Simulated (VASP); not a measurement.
Output of a VASP run:

File OUTCAR:
```
 ion  position               nearest neighbor table
   1  0.000  0.000  0.000-   2 3.04   2 3.04   2 3.04   2 3.04   2 3.04   2 3.04
   2  0.500  0.500  0.500-   1 3.04   1 3.04   1 3.04   1 3.04   1 3.04   1 3.04
  LATTYP: Found a face centered cubic cell.
 ALAT       =     6.0847856044
 Subroutine PRICEL returns:
 Original cell was already a primitive cell.
 Subroutine GETGRP returns: Found 48 space group operations
The static configuration has the point symmetry O_h .
The dynamic configuration has the point symmetry O_h .
 Subroutine INISYM returns: Found 48 space group operations
 Subroutine IBZKPT returns following result:
 Found     20 irreducible k-points:

 Following reciprocal coordinates:
            Coordinates               Weight
  0.000000  0.000000  0.000000      1.000000
  0.142857  0.000000  0.000000      8.000000
  0.285714  0.000000  0.000000      8.000000
  0.428571  0.000000  0.000000      8.000000
  0.142857  0.142857  0.000000      6.000000
  0.285714  0.142857  0.000000     24.000000
  0.428571  0.142857  0.000000     24.000000
 -0.428571  0.142857  0.000000     24.000000
 -0.285714  0.142857  0.000000     24.000000
 -0.142857  0.142857  0.000000     12.000000
  0.285714  0.285714  0.000000      6.000000
  0.428571  0.285714  0.000000     24.000000
 -0.428571  0.285714  0.000000     24.000000
 -0.285714  0.285714  0.000000     12.000000
  0.428571  0.428571  0.000000      6.000000
 -0.428571  0.428571  0.000000     12.000000
  0.428571  0.285714  0.142857     24.000000
 -0.428571  0.285714  0.142857     48.000000
 -0.428571  0.428571  0.142857     24.000000
 -0.285714  0.428571  0.142857     24.000000
   k-points           NKPTS =     20   k-points in BZ     NKDIM =     20   number of bands    NBANDS=     12
   number of dos      NEDOS =    301   number of ions     NIONS =      2
   total plane-waves  NPLWV =  32768
   dimension x,y,z NGX =    32 NGY =   32 NGZ =   32
   dimension x,y,z NGXF=    64 NGYF=   64 NGZF=   64
   ions per type =               1   1
   PREC   = accura    normal or accurate (medium, high low for compatibility)
   ISTART =      0    job   : 0-new  1-cont  2-samecut
   ICHARG =      2    charge: 1-file 2-atom 10-const
   ISPIN  =      1    spin polarized calculation?
   LNONCOLLINEAR =      F non collinear calculations
   LSORBIT =      F    spin-orbit coupling
   INIWAV =      1    electr: 0-lowe 1-rand  2-diag
   ENCUT  =  520.0 eV  38.22 Ry    6.18 a.u.   8.00  8.00  8.00*2*pi/ulx,y,z
   NELM   =    100;   NELMIN=  2; NELMDL= -5     # of ELM steps
   EDIFF  = 0.1E-05   stopping-criterion for ELM
   LREAL  =      F    real-space projection
   NLSPLINE    = F    spline interpolate recip. space projectors
   LMAXMIX     =    2 max onsite mixed and CHGCAR
   VOSKOWN=      0    Vosko Wilk Nusair interpolation
   EDIFFG = -.1E-01   stopping-criterion for IOM
   NSW    =     60    number of steps for IOM
   NBLOCK =      1;   KBLOCK =     60    inner block; outer block
   IBRION =      2    ionic relax: 0-MD 1-quasi-New 2-CG
   NFREE  =      1    steps in history (QN), initial steepest desc. (CG)
   ISIF   =      3    stress and relaxation
   ISYM   =      2    0-nonsym 1-usesym 2-fastsym
   TEIN   =    0.0    initial temperature
   TEBEG  =    0.0;   TEEND  =   0.0 temperature during run
   SMASS  =  -3.00    Nose mass-parameter (am)
   PSTRESS=    0.0 pullay stress
   NELECT =      16.0000    total number of electrons
   EFERMI =   0.00;   METHOD = LEGACY
   ISMEAR =     0;   SIGMA  =   0.05  broadening in eV -4-tet -1-fermi 0-gaus
   IALGO  =     38    algorithm
   LDIAG  =      T    sub-space diagonalisation (order eigenvalues)
   IMIX   =      4    mixing-type and parameters
     AMIX     =   0.40;   BMIX     =  1.00
     AMIX_MAG =   1.60;   BMIX_MAG =  1.00
     AMIN     =   0.10
   GGA     = CA    functional components
   VOSKOWN =     0    Vosko Wilk Nusair interpolation
   LHFCALC =     F    Hartree Fock is set to
   LHFONE  =     F    Hartree Fock one center treatment
...
```

File OSZICAR:
```
       N       E                     dE             d eps       ncg     rms          rms(c)
DAV:   1     0.109320847544E+03    0.10932E+03   -0.72987E+03   480   0.121E+03
DAV:   2    -0.883075704025E+00   -0.11020E+03   -0.10109E+03   612   0.298E+02
DAV:   3    -0.749766041477E+01   -0.66146E+01   -0.65746E+01   624   0.645E+01
DAV:   4    -0.768096737565E+01   -0.18331E+00   -0.18316E+00   808   0.114E+01
DAV:   5    -0.768290547101E+01   -0.19381E-02   -0.19379E-02   636   0.104E+00    0.412E+00
DAV:   6    -0.743296556882E+01    0.24994E+00   -0.46584E-01   588   0.410E+00    0.328E+00
DAV:   7    -0.740788168075E+01    0.25084E-01   -0.91428E-02   640   0.199E+00    0.180E+00
DAV:   8    -0.740775798835E+01    0.12369E-03   -0.11774E-02   660   0.102E+00    0.179E-01
DAV:   9    -0.740779044874E+01   -0.32460E-04   -0.68910E-04   676   0.171E-01    0.710E-02
DAV:  10    -0.740786692789E+01   -0.76479E-04   -0.73527E-05   636   0.770E-02    0.546E-03
DAV:  11    -0.740786849719E+01   -0.15693E-05   -0.22281E-06   612   0.129E-02    0.439E-03
DAV:  12    -0.740786880680E+01   -0.30960E-06   -0.10377E-06   440   0.860E-03
   1 F= -.74078688E+01 E0= -.74078688E+01  d E =-.740787E+01
```

File OUTCAR:
```
------------------------ aborting loop because EDIFF is reached ----------------------------------------
  FORCE on cell =-STRESS in cart. coord.  units (eV):
  Direction    XX          YY          ZZ          XY          YZ          ZX
  --------------------------------------------------------------------------------------
  Total       -0.0056814     -0.0056814     -0.0056814      0.0000000      0.0000000      0.0000000
  in kB       -0.1616168     -0.1616168     -0.1616168      0.0000000      0.0000000      0.0000000
  external PRESSURE =      -0.1616168 kB  Pullay stress =       0.0000000 kB
  volume of cell :       56.32
      direct lattice vectors                 reciprocal lattice vectors
     0.000000000  3.042392802  3.042392802    -0.164344328  0.164344328  0.164344328
     3.042392802  0.000000000  3.042392802     0.164344328 -0.164344328  0.164344328
     3.042392802  3.042392802  0.000000000     0.164344328  0.164344328 -0.164344328
  FREE ENERGIE OF THE ION-ELECTRON SYSTEM (eV)
  ---------------------------------------------------
  free  energy   TOTEN  =        -7.4078688068 eV

  energy  without entropy=       -7.4078688068  energy(sigma->0) =       -7.40786881

 reached required accuracy - stopping structural energy minimisation
```
(Selected blocks of OUTCAR.)

### POSCAR
```
KCl
1
   -0.0000000000     3.0423928022     3.0423928022
    3.0423928022     0.0000000000     3.0423928022
    3.0423928022     3.0423928022     0.0000000000
K Cl
1 1
Direct
  0.0000000000   0.0000000000   1.0000000000
  0.5000000000   0.5000000000   0.5000000000
```

Write an INCAR and KPOINTS that could have produced this output.

One answer among several that fit: the input of the run itself, LDA (Ceperley-Alder, Perdew-Zunger), plane waves, VASP's LDA PAW potentials (set 64).

### KPOINTS
```
Automatic mesh
0
Gamma
7 7 7
0 0 0
```

INCAR:
```
ALGO = Normal
EDIFF = 1E-6
EDIFFG = -0.01
ENCUT = 520
IBRION = 2
ISIF = 3
ISMEAR = 0
LASPH = .TRUE.
LCHARG = .FALSE.
LREAL = .FALSE.
LWAVE = .FALSE.
NELM = 100
NSW = 60
PREC = Accurate
SIGMA = 0.05
SYSTEM = KCl
```

POTCAR, in this order: K_sv Cl (LDA.64 set). Program: vasp_std.

The compound is KCl in the rock salt structure. It was relaxed first, which changed the volume by -9 %. The start is the result of an earlier pass.
